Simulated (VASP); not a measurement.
A cell of Tl (hcp) near equilibrium:

```
Tl
1.0
    1.79167    -3.10326     0.00000
    1.79167     3.10326     0.00000
    0.00000     0.00000     5.63897
Tl
2
Direct
  0.33333   0.66667   0.25000
  0.66667   0.33333   0.75000
```

Level of theory: PBE GGA, VASP's PBE PAW potentials (set 64) (plane waves; VASP 6.6.1).

| run | ΔE (meV/atom) | σxx | σyy | σzz | largest shear component, with its sign (GPa) | largest force (eV/Å) |
|---|---|---|---|---|---|---|
| as it is | 0.0 | 0.16 | 0.16 | -0.07 | 0.00 | 0.000 |
| after one change | 0.2 | -0.22 | -0.22 | -0.50 | 0.00 | 0.000 |
Stress is in GPa, positive when the cell is compressed.

Q: What was changed between the two runs?
(A) biaxial strain of +3.0 % in the xy plane
(B) atom 2 (Tl) moved by -0.075 Å along z
(C) isotropic strain of +0.5 %
(D) biaxial strain of +1.5 % in the yz plane

A: C, isotropic strain of +0.5 %

The compound is Tl in the hcp structure.
